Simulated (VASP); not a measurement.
**BeZn2Te3: single point with PBE**

Crystal: BeZn2Te3.

```
Be Zn Te
1.0
    -2.11857    2.11857    9.08278
     2.11857   -2.11857    9.08278
     4.23714    4.23714  -18.16556
Be Zn Te
2 4 6
Direct
  0.00000 0.00000 0.00000
  0.00000 0.00000 0.50000
  0.66226 0.66226 0.00000
  0.66226 0.66226 0.50000
  0.33774 0.33774 0.00000
  0.33774 0.33774 0.50000
  0.25000 0.75000 0.25000
  0.25000 0.75000 0.75000
  0.57371 0.07371 0.25000
  0.57371 0.07371 0.75000
  0.92629 0.42629 0.25000
  0.92629 0.42629 0.75000
```

The cell was built by a generator and needn't be a form met in nature.

```yaml
Program: VASP 6.6.1
Task: single point
Functional: PBE
Potentials_or_basis: VASP PAW PBE potentials, release 64 (Be, Zn, Te)
Cutoff: 520 eV
k_mesh: 4 × 4 × 4
Occupations: gaussian, width 0.05 eV
Spin: no spin polarisation
```

```json
{
 "Pressure": "0.0 GPa",
 "Largest force": "0.007 eV/Å",
 "Band gap on the k mesh": "1.67 eV"
}
```

Forces on the atoms (eV/Å):
```
Be   0.000  0.000  0.000
Be   0.000  0.000  0.000
Zn   0.000  0.000 -0.003
Zn   0.000  0.000 -0.003
Zn   0.000  0.000  0.003
Zn   0.000  0.000  0.003
Te   0.000  0.000  0.000
Te   0.000  0.000  0.000
Te   0.000  0.000 -0.007
Te   0.000  0.000 -0.007
Te   0.000  0.000  0.007
Te   0.000  0.000  0.007
```

Levels at points of the mesh, in eV from the valence-band top:
| k point | band 41 | band 42 | band 43 | band 44 | band 45 | band 46 | band 47 | band 48 |
| --- | --- | --- | --- | --- | --- | --- | --- | --- |
| (0.00, 0.00, 0.00) | -1.53 | -0.16 | 0.00 | 0.00 | 1.67 | 2.11 | 2.16 | 2.28 |
| (0.50, 0.00, 0.00) | -0.79 | -0.79 | -0.68 | -0.68 | 1.96 | 1.96 | 2.98 | 2.98 |
| (0.50, 0.50, 0.00) | -0.92 | -0.92 | -0.59 | -0.59 | 2.05 | 2.16 | 2.28 | 2.40 |
| (0.00, 0.00, 0.50) | -1.41 | -1.41 | -1.16 | -1.16 | 2.64 | 2.64 | 3.17 | 3.17 |
| (0.50, 0.00, 0.50) | -1.26 | -1.26 | -0.93 | -0.93 | 2.94 | 2.94 | 3.24 | 3.24 |
| (0.50, 0.50, 0.50) | -1.08 | -1.08 | -0.81 | -0.81 | 3.17 | 3.17 | 3.78 | 3.78 |

Wall time 18 min on 1 thread of AMD EPYC 7R13 Processor (Zen 3), with other jobs on the host, peak memory 0.78 GiB.

Caveat: spin-orbit coupling is left out, which moves the levels of the heavy elements. A k mesh can miss the band edges.
